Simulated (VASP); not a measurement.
Given:

```
CELL_PARAMETERS angstrom
      3.13268     0.00000     0.00000
     -1.56634     2.71298     0.00000
      0.00000     0.00000     3.47921
ATOMIC_POSITIONS crystal
  Hf 0.00000 0.00000 0.00000
  B  0.33333 0.66667 0.50000
  B  0.66667 0.33333 0.50000
```

Calculation: PBE GGA, VASP's PBE PAW potentials (set 64) (plane waves; VASP). Settings: 400 eV cut-off, 8×8×7 Γ-centred mesh, Fermi-Dirac smearing of 0.050 eV, potentials Hf_pv B.

At this cut-off the stress carries a Pulay error, which pulls relaxed volumes low.

Task: Give the stress tensor in GPa (positive for a compressed cell).

Result: 
```
2.69  0.00  0.00
0.00  2.69  0.00
0.00  0.00  1.44
```
The pressure is its mean diagonal, 2.27 GPa.

The structure comes from a computed database's HfB2 entry; how it stands against other phases isn't given here. The cell was not relaxed at this level.
